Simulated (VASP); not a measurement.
Consider the following.

```
Be3Li
1.0
   -1.71919     1.71919     3.82941
    1.71919    -1.71919     3.82941
    1.71919     1.71919    -3.82941
Be Li
3 1
Direct
  0.50000   0.50000   0.00000
  0.75000   0.25000   0.50000
  0.25000   0.75000   0.50000
  0.00000   0.00000   0.00000
```

These are PBE GGA, VASP's PBE PAW potentials (set 64) (plane waves; VASP 6.6.1) values and carry that method's errors. Settings: 400 eV cut-off, 9×9×9 Γ-centred mesh, Fermi-Dirac smearing of 0.050 eV, potentials Be Li_sv.

At this cut-off the stress carries a Pulay error, which pulls relaxed volumes low. Energy and stress use the plane-wave basis of the starting cell.

### Question
The ions, cell shape and volume are relaxed. Give the cell that the relaxation ends in.

### Answer

```
Be3Li
1.0
   -1.79530     1.79530     2.71041
    1.79530    -1.79530     2.71041
    1.79530     1.79530    -2.71041
Be Li
3 1
Direct
  0.50000   0.50000   0.00000
  0.75000   0.25000   0.50000
  0.25000   0.75000   0.50000
  0.00000   0.00000   0.00000
```
Space group I4/mmm (139), at a tolerance of 0.03 Å.

### Question
How do energy and volume change from the first to the last step?

### Answer
The energy (σ→0) changes by -201.8 meV/atom and the volume by -22.8 %, in 20 ionic steps.

```json
[
 {"step": "1", "E(σ→0) (eV)": "-11.8454", "max force (eV/Å)": "0.000", "pressure (GPa)": "-14.33", "volume (Å³)": "45.27"},
 {"step": "2", "E(σ→0) (eV)": "-12.2914", "max force (eV/Å)": "0.000", "pressure (GPa)": "-6.12", "volume (Å³)": "38.95"},
 {"step": "3", "E(σ→0) (eV)": "-12.3560", "max force (eV/Å)": "0.000", "pressure (GPa)": "-0.77", "volume (Å³)": "36.41"},
 {"step": "4", "E(σ→0) (eV)": "-12.3579", "max force (eV/Å)": "0.000", "pressure (GPa)": "0.49", "volume (Å³)": "35.91"},
 {"step": "5", "E(σ→0) (eV)": "-12.3577", "max force (eV/Å)": "0.000", "pressure (GPa)": "0.04", "volume (Å³)": "36.08"},
 {"step": "6", "E(σ→0) (eV)": "-12.3655", "max force (eV/Å)": "0.000", "pressure (GPa)": "-0.09", "volume (Å³)": "36.13"},
 {"step": "7", "E(σ→0) (eV)": "-12.3823", "max force (eV/Å)": "0.000", "pressure (GPa)": "-0.49", "volume (Å³)": "36.27"},
 {"step": "8", "E(σ→0) (eV)": "-12.4565", "max force (eV/Å)": "0.000", "pressure (GPa)": "-1.35", "volume (Å³)": "36.43"},
 {"step": "9", "E(σ→0) (eV)": "-12.6235", "max force (eV/Å)": "0.000", "pressure (GPa)": "-2.76", "volume (Å³)": "36.27"},
 {"step": "10", "E(σ→0) (eV)": "-11.7446", "max force (eV/Å)": "0.000", "pressure (GPa)": "4.65", "volume (Å³)": "33.71"},
 {"step": "11", "E(σ→0) (eV)": "-12.6337", "max force (eV/Å)": "0.000", "pressure (GPa)": "-2.86", "volume (Å³)": "36.20"},
 {"step": "12", "E(σ→0) (eV)": "-12.6322", "max force (eV/Å)": "0.000", "pressure (GPa)": "-2.68", "volume (Å³)": "35.85"},
 {"step": "13", "E(σ→0) (eV)": "-12.6426", "max force (eV/Å)": "0.000", "pressure (GPa)": "-2.88", "volume (Å³)": "36.08"},
 {"step": "14", "E(σ→0) (eV)": "-12.6473", "max force (eV/Å)": "0.000", "pressure (GPa)": "-0.67", "volume (Å³)": "35.14"},
 {"step": "15", "E(σ→0) (eV)": "-12.6481", "max force (eV/Å)": "0.000", "pressure (GPa)": "-1.25", "volume (Å³)": "35.38"},
 {"step": "16", "E(σ→0) (eV)": "-12.6519", "max force (eV/Å)": "0.000", "pressure (GPa)": "-0.41", "volume (Å³)": "35.10"},
 {"step": "17", "E(σ→0) (eV)": "-12.6527", "max force (eV/Å)": "0.000", "pressure (GPa)": "0.09", "volume (Å³)": "34.94"},
 {"step": "18", "E(σ→0) (eV)": "-12.6527", "max force (eV/Å)": "0.000", "pressure (GPa)": "0.13", "volume (Å³)": "34.92"},
 {"step": "19", "E(σ→0) (eV)": "-12.6528", "max force (eV/Å)": "0.000", "pressure (GPa)": "0.16", "volume (Å³)": "34.91"},
 {"step": "20", "E(σ→0) (eV)": "-12.6528", "max force (eV/Å)": "0.000", "pressure (GPa)": "0.07", "volume (Å³)": "34.94"}
]
```

The structure was generated: LiBe3 was put into an ordered model structure, which need not be its known phase. This run relaxes it. Symmetry was kept, so distortions that lower it aren't found. The run is one of a series of settings (EDIFFG = -0.01, IBRION = 2, ISIF = 3, NSW = 50 against the base run), some of them coarse on purpose. The electron count is odd and the run is not spin-polarised, which forces a metal.
